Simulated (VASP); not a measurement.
Input:

```
InSe
1.0
    5.87244    -2.05933     0.09032
    5.87244     2.05933     0.09032
   -1.66440     0.00000     4.23873
In Se
2 2
Direct
  0.11427   0.11427   0.97136
  0.88573   0.88573   0.02864
  0.34530   0.34530   0.36274
  0.65470   0.65470   0.63726
```

Calculation: PBEsol GGA, VASP's PBE PAW potentials (set 64) (plane waves; VASP). Run with 400 eV cut-off, 7×7×6 Γ-centred mesh, tetrahedra with Blöchl corrections, potentials In_d Se.

Task: The job: InSe (space group C2/m), 4 atoms, PBEsol, static run, 400 eV, 7×7×6 Γ-centred mesh. Roughly how much core time does it take on a busy server core?

Result: About 4 core-minutes (one run on a shared machine, a rough figure). It had 88 irreducible k-points, 23 bands, up to 1896 plane waves and 14 electronic steps.

The structure comes from a computed database's InSe entry (C2/m); how it stands against other phases isn't given here. It was relaxed first, which changed the volume by -10 %.
